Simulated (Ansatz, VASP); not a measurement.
# Os (Osmium): VASP beside Ansatz, part 2 of 2

One calculation is typed for both programs; each brings its own data sets and cutoff. How far apart do they land? The cell is taken from a series of VASP runs on this material, whose earlier steps may have relaxed, scaled or displaced it; both programs get it as it stands.

VASP 6.6.1 and Ansatz 0.2.0.

So far. Step 4 (Differences): The walks stopped with 0.01 GPa left in Ansatz and 0.03 GPa in VASP; each walk ends within a tolerance, so the volume difference is uncertain by about these residues over the bulk modulus, most in soft cells.

## 5. VASP: relaxation of cell and atoms, PBEsol, spin-orbit coupling

Level of this step: PBEsol, spin-orbit coupling; plane waves and PAW (Os) (VASP).

The relaxed volume is the usual yardstick between codes: its relative difference is about their pressure difference at one cell divided by the bulk modulus. The cell compared in this pair holds 27.83 Å³, against 28.80 Å³ for the pair before.

File INCAR:

```
SYSTEM = Os
PREC = Accurate
ENCUT = 450
EDIFF = 1E-06
NELM = 100
ISMEAR = 1
SIGMA = 0.15
LREAL = .FALSE.
ALGO = Normal
GGA = PS
LNONCOLLINEAR = .TRUE.
MAGMOM = 0 0 0 0 0 0
NBANDS = 28
GGA_COMPAT = .FALSE.
LASPH = .TRUE.
LSORBIT = .TRUE.
LMAXMIX = 4
LORBIT = 11
LWAVE = .FALSE.
LCHARG = .FALSE.
KPAR = 2
IBRION = 2
NSW = 50
ISIF = 3
EDIFFG = -0.004
```

File POSCAR:

```
Os
1.0
    2.7314826008      0.0000000000      0.0000000000
   -1.3657413004      2.3655333223      0.0000000000
    0.0000000000      0.0000000000      4.3068283950
Os
2
Direct
    0.6666666667      0.3333333333      0.7500000000
    0.3333333333      0.6666666667      0.2500000000
```

File KPOINTS:

```
Automatic mesh
0
Gamma
16 16 8
0 0 0
```

PAW data sets: Os (PBE family, release 64).

On the command line:

```bash
$ mpirun -np 2 vasp_ncl
```

Numbers of over 12 decimals in the logs are rounded to 6 here.

What it wrote:

```text
[banner, memory and clock lines left out]
running    2 mpi-ranks, on    1 nodes
[...]
|                                                                             |
|               ----> ADVICE to this user running VASP <----                  |
|                                                                             |
|     You enforced a specific xc type in the INCAR file but a different       |
|     [... a line on the potential file left out ...]
|     I HOPE YOU KNOW WHAT YOU ARE DOING!                                     |
|                                                                             |

 LDA part: xc-table for (Slater+PW92), standard interpolation
 POSCAR, INCAR and KPOINTS ok, starting setup
[...]
entering main loop
       N       E                     dE             d eps       ncg     rms          rms(c)
DAV:   1     0.106087171583E+03    0.10609E+03   -0.66764E+03  8400   0.981E+02
DAV:   2    -0.206177399466E+02   -0.12670E+03   -0.11415E+03  8592   0.363E+02
DAV:   3    -0.265864570912E+02   -0.59687E+01   -0.56748E+01 10136   0.670E+01
DAV:   4    -0.266744541621E+02   -0.87997E-01   -0.87201E-01  9604   0.852E+00
[...]
DAV:  12    -0.251491405846E+02    0.10285E-04   -0.20097E-06  8752   0.161E-02    0.582E-03
DAV:  13    -0.251491393670E+02    0.12176E-05   -0.13035E-07  4416   0.442E-03    0.794E-04
DAV:  14    -0.251491392453E+02    0.12170E-06   -0.15952E-08  4284   0.962E-04
   1 F= -.25149139E+02 E0= -.25149312E+02  d E =-.251491E+02  mag=     0.0000     0.0000     0.0000
[...]
reached required accuracy - stopping structural energy minimisation
```

Parts of OUTCAR (step 5):

```text
  Total        0.0029987      0.0029987     -0.0016108     -0.0000000      0.0000000      0.0000000
  in kB        0.1726441      0.1726441     -0.0927419     -0.0000000      0.0000000      0.0000000
  external PRESSURE =       0.0841821 kB  Pullay stress =       0.0000000 kB

 POSITION                                       TOTAL-FORCE (eV/Angst)
 -----------------------------------------------------------------------------------
      1.36574      0.78851      3.23012        -0.000000     -0.000000      0.000000
     -0.00000      1.57702      1.07671         0.000000      0.000000     -0.000000
 -----------------------------------------------------------------------------------
    total drift:                               -0.000000     -0.000000      0.000000

  FREE ENERGIE OF THE ION-ELECTRON SYSTEM (eV)
  ---------------------------------------------------
  free  energy   TOTEN  =       -25.1491392453 eV

  energy  without entropy=      -25.1496578600  energy(sigma->0) =      -25.14931212

 magnetization (x)
# of ion       s       p       d       tot
------------------------------------------
    1        0.000  -0.000   0.000   0.000
    2        0.000   0.000   0.000   0.000
--------------------------------------------------
tot          0.000   0.000   0.000   0.000

 magnetization (y)
# of ion       s       p       d       tot
------------------------------------------
    1        0.000   0.000   0.000   0.000
    2        0.000   0.000   0.000   0.000
--------------------------------------------------
tot          0.000   0.000   0.000   0.000

 magnetization (z)
# of ion       s       p       d       tot
------------------------------------------
    1        0.000   0.000   0.000   0.000
    2        0.000   0.000   0.000   0.000
--------------------------------------------------
tot          0.000   0.000   0.000   0.000

[... 1 part as in an earlier step ...]

[... 3 further parts left out ...]
[key lines of the parts left out:]
E-fermi :   9.4469
```

The PAW data sets were made with PBE, which is usual practice but a small mismatch for other functionals.

## 6. Ansatz: relaxation of cell and atoms, PBEsol, spin-orbit coupling

The same cell, functional, mesh and smearing now go to Ansatz, which takes its cutoff from its data sets.

The cell is taken from a series of VASP runs on this material, whose earlier steps may have relaxed, scaled or displaced it; both programs get it as it stands.

File input.yaml:

```yaml
crystal:
  lattice:
    - [2.7314826008, 0.0, 0.0]
    - [-1.3657413004, 2.3655333223, 0.0]
    - [0.0, 0.0, 4.306828395]
  atoms:
    - { symbol: Os, position: [0.6666666667, 0.3333333333, 0.75] }
    - { symbol: Os, position: [0.3333333333, 0.6666666667, 0.25] }
hamiltonian:
  xc: pbesol
  pseudopotentials: { kind: paw_fr }
magnetization:
  noncollinear: true
  spin_orbit: true
kpoints:
  mp_grid: { grid: [16, 16, 8] }
scf:
  occupations: { method: methfessel_paxton, width: 0.15 }
relax:
  f_tol: 0.01
  max_steps: 60
  cell: { stress_tol: 0.05 }
output:
  forces: true
  stress: true
```

On the command line:

```bash
$ ansatz run input.yaml --threads 4 --pin off --max-ram 9216MiB --backend cpu --events-out ev --progress --plain --runs-dir out
```

What it wrote:

```text
[...]
non-collinear run that drives no moment, with spin-orbit: no starting moment large enough to seed its density (crystal.atoms[].spin), no starting occupations that ask for one, no magnetisation constraint and no magnetic field, so the semilocal B_xc is pinned to zero
Crystal: 2 atoms, lattice volume = 27.828 Å³
[...]
0.000000      -0.000000      -0.001778
  P = ⅓ Tr σ = -0.0020 GPa (-0.020 kbar)
--- Relaxed structure (3 steps of the walk, 2 accepted, 1 SCFs on fresh bases) ---
[...]
cell:  # Å, volume = 27.7929 Å³
    - [2.730258, 0.0, 0.0]
    - [-1.365129, 2.364472, 0]
    - [0.0, 0, 4.305231]
  atoms:
    - { symbol: Os, position: [0.666667, 0.333333, 0.750000] }
    - { symbol: Os, position: [0.333333, 0.666667, 0.25] }
[key lines of the parts left out:]
SCF converged after 4 iterations
Magnetization: |M| = 0.0000 μB,  M = (+0.0000, +0.0000, +0.0000) μB
Free energy (F): -22559.562152 eV
Fermi energy:    26.149560 eV
```

Run time: 27 s. Hardware: 4 threads of Arm Neoverse N1, shared host; peak memory 0.59 GiB.

## 7. Comparison

What differs besides the data sets and the points named for the pairs above, as far as they apply: spin-orbit coupling enters by fully relativistic files in Ansatz and inside the spheres in VASP; the data sets hold 32 valence electrons in Ansatz (fully relativistic PAW (standard-fr) files) and 16 in VASP; Ansatz makes its cores anew for this functional, VASP keeps those of its PBE data sets. Total energies have different zeros and are not compared.

The two programs side by side:

```
                                         quantity  Ansatz   VASP  difference
                                      volume (Å³)   27.79  27.83     -0.13 %
edge a after relaxation, in the typed setting (Å)   2.730  2.732     -0.04 %
edge c after relaxation, in the typed setting (Å)   4.305  4.307     -0.04 %
```

The walks stopped with 0.00 GPa left in Ansatz and 0.01 GPa in VASP; each walk ends within a tolerance, so the volume difference is uncertain by about these residues over the bulk modulus, most in soft cells.

## 8. Outcome

```json
{
  "difference in edge c after relaxation, in the typed setting (relaxation of cell and atoms, PBE)": "0.025 %",
  "difference in volume (relaxation of cell and atoms, PBEsol, spin-orbit coupling)": "-0.13 %"
}
```

The difference in volume is -0.13 % (relaxation of cell and atoms, PBEsol, spin-orbit coupling), within the 1.2 % picked in this series as the mark of a large difference, as far as the stopping tolerances let one tell. Such differences can come from data sets, numerical settings and the points named under the comparisons, not from the functional's error against experiment.

[Lines on the potential files, build, host, timing and source positions are cut from VASP's logs without a mark.]

[Logs are printed without paths, hosts, clocks, repeated set-up lines and the standing remarks that a program may print on its own settings, such as how far it seeks lower states.]

[Hosts, paths, dates, database ids (printed as entryN), source tags and the programs' standing remarks are cut or masked in the printed files.]
